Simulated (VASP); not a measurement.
Output of a VASP run:

**OSZICAR**
```
...
DAV:   4    -0.769235353408E+01   -0.69506E-05   -0.45497E-04  6123   0.209E-01    0.952E-03
DAV:   5    -0.769235449776E+01   -0.96368E-06   -0.25791E-05  4949   0.650E-02    0.295E-03
DAV:   6    -0.769235453864E+01   -0.40879E-07   -0.18478E-06  6253   0.166E-02    0.147E-03
DAV:   7    -0.769235454286E+01   -0.42191E-08   -0.14845E-07  2525   0.447E-03
   2 F= -.83428969E+01 E0= -.83429464E+01  d E =-.568125E-02
       N       E                     dE             d eps       ncg     rms          rms(c)
DAV:   1    -0.768053949457E+01    0.11815E-01   -0.77864E+00  4867   0.192E+01    0.488E-01
DAV:   2    -0.769885885114E+01   -0.18319E-01   -0.23953E-01  6472   0.559E+00    0.289E-01
DAV:   3    -0.769632263305E+01    0.25362E-02   -0.52882E-03  6254   0.103E+00    0.775E-02
DAV:   4    -0.769626617310E+01    0.56460E-04   -0.13724E-03  6497   0.389E-01    0.169E-02
DAV:   5    -0.769626990820E+01   -0.37351E-05   -0.10894E-04  4687   0.134E-01    0.518E-03
DAV:   6    -0.769627040636E+01   -0.49816E-06   -0.61059E-06  6063   0.271E-02    0.264E-03
DAV:   7    -0.769627054481E+01   -0.13845E-06   -0.62600E-07  4692   0.672E-03    0.759E-04
DAV:   8    -0.769627055414E+01   -0.93341E-08   -0.79105E-08  2498   0.295E-03
   3 F= -.83464037E+01 E0= -.83464622E+01  d E =-.918807E-02
       N       E                     dE             d eps       ncg     rms          rms(c)
DAV:   1    -0.769619402491E+01    0.76520E-04   -0.28100E-02  4879   0.114E+00    0.302E-02
DAV:   2    -0.769627205637E+01   -0.78031E-04   -0.98126E-04  6468   0.396E-01    0.172E-02
DAV:   3    -0.769626331907E+01    0.87373E-05   -0.18360E-05  6570   0.649E-02    0.453E-03
DAV:   4    -0.769626324739E+01    0.71678E-07   -0.52364E-06  6219   0.229E-02    0.992E-04
DAV:   5    -0.769626316320E+01    0.84196E-07   -0.34457E-07  3579   0.791E-03
   4 F= -.83464193E+01 E0= -.83464758E+01  d E =-.920362E-02
       N       E                     dE             d eps       ncg     rms          rms(c)
DAV:   1    -0.769818578974E+01   -0.19225E-02   -0.94142E-02  4692   0.254E+00    0.230E-01
DAV:   2    -0.769709649670E+01    0.10893E-02   -0.39008E-03  6274   0.108E+00    0.148E-01
DAV:   3    -0.769629360575E+01    0.80289E-03   -0.12226E-03  5676   0.854E-01    0.148E-02
DAV:   4    -0.769632776690E+01   -0.34161E-04   -0.43826E-04  4732   0.284E-01    0.709E-03
DAV:   5    -0.769632858615E+01   -0.81925E-06   -0.15648E-05  5502   0.430E-02    0.308E-03
DAV:   6    -0.769632841258E+01    0.17357E-06   -0.88763E-07  5441   0.198E-02    0.754E-04
DAV:   7    -0.769632838895E+01    0.23629E-07   -0.16463E-07  2424   0.514E-03
   5 F= -.83466776E+01 E0= -.83467498E+01  d E =-.258247E-03
       N       E                     dE             d eps       ncg     rms          rms(c)
DAV:   1    -0.769730980333E+01   -0.98139E-03   -0.53050E-02  4707   0.191E+00    0.172E-01
DAV:   2    -0.769669564164E+01    0.61416E-03   -0.21875E-03  6306   0.818E-01    0.111E-01
DAV:   3    -0.769624290749E+01    0.45273E-03   -0.68373E-04  5673   0.645E-01    0.111E-02
DAV:   4    -0.769626272470E+01   -0.19817E-04   -0.25169E-04  4732   0.215E-01    0.533E-03
DAV:   5    -0.769626319134E+01   -0.46663E-06   -0.87187E-06  5524   0.320E-02    0.233E-03
DAV:   6    -0.769626308031E+01    0.11103E-06   -0.46012E-07  4390   0.149E-02    0.554E-04
DAV:   7    -0.769626305596E+01    0.24349E-07   -0.10473E-07  2264   0.424E-03
   6 F= -.83467421E+01 E0= -.83468254E+01  d E =-.322786E-03
```

OUTCAR:
```
------------------------ aborting loop because EDIFF is reached ----------------------------------------
 Edisp (eV)   -0.65048
  FORCE on cell =-STRESS in cart. coord.  units (eV):
  Direction    XX          YY          ZZ          XY          YZ          ZX
  --------------------------------------------------------------------------------------
  Total       1.16817     1.17165     1.17127    -0.00000     0.00000    -0.00116
  in kB      28.16917    28.25328    28.24400    -0.00000     0.00000    -0.02795
  external pressure =       28.22 kB  Pullay stress =        0.00 kB
  volume of cell :       66.44
      direct lattice vectors                 reciprocal lattice vectors
     4.002846922 -2.250711573 -0.039370321     0.123986953 -0.222151966 -0.093959296
     4.002846922  2.250711573 -0.039370321     0.123986953  0.222151966 -0.093959296
     2.773708009  0.000000000  3.660133884     0.002667337  0.000000000  0.271192698
 POSITION                                       TOTAL-FORCE (eV/Angst)
 -----------------------------------------------------------------------------------
      2.57441      0.00000      0.85533        -0.000442      0.000000     -0.000147
      8.20499      0.00000      2.72606         0.000442      0.000000      0.000147
 -----------------------------------------------------------------------------------
    total drift:                                0.000000     -0.000000      0.000000
  FREE ENERGIE OF THE ION-ELECTRON SYSTEM (eV)
  ---------------------------------------------------
  free  energy   TOTEN  =        -8.3467420893 eV

  energy  without entropy=       -8.3469921686  energy(sigma->0) =       -8.34682545

 reached required accuracy - stopping structural energy minimisation
```
(Selected blocks of OUTCAR.)

File POSCAR:
```
Bi
1
    4.0468771554    -2.2362371201    -0.0159354239
    4.0468771554     2.2362371201    -0.0159354239
    2.8256429992     0.0000000000     3.6597768728
Bi
2
Direct
  0.2358940718   0.2358940718   0.2358940718
  0.7641059282   0.7641059282   0.7641059282
```

Problem. Reconstruct the remaining input files.

Solution. One answer among several that fit: the input of the run itself, PBE GGA with D3 dispersion (zero damping), plane waves, VASP's PBE PAW potentials (set 64).

### KPOINTS
```
Regular mesh
0
G
  10 10 10
```

INCAR:
```
GGA=PE   ! PBE
LMAXMIX=4
IVDW=11
EDIFF=1E-7   ! SCF stop (eV)
NELM=100   ! most electronic steps
EDIFFG=-0.01   ! ionic stop
LWAVE=F
ISIF=4   ! ions and shape, fixed volume
SYSTEM=Bi
PREC=Accurate
LCHARG=F
SIGMA=0.1   ! width (eV)
ENCUT=520   ! plane-wave cut-off (eV)
IBRION=2   ! conjugate gradients
NSW=30   ! most ionic steps
LREAL=F
ISMEAR=1   ! Methfessel-Paxton
LASPH=T
ALGO=Normal
```

POTCAR, in this order: Bi_d (PBE.64 set). Program: vasp_std.

The compound is Bi in the a7 structure. This cell is one point of a volume scan, at 0.94 of the reference volume. Symmetry was kept, so distortions that lower it aren't found.
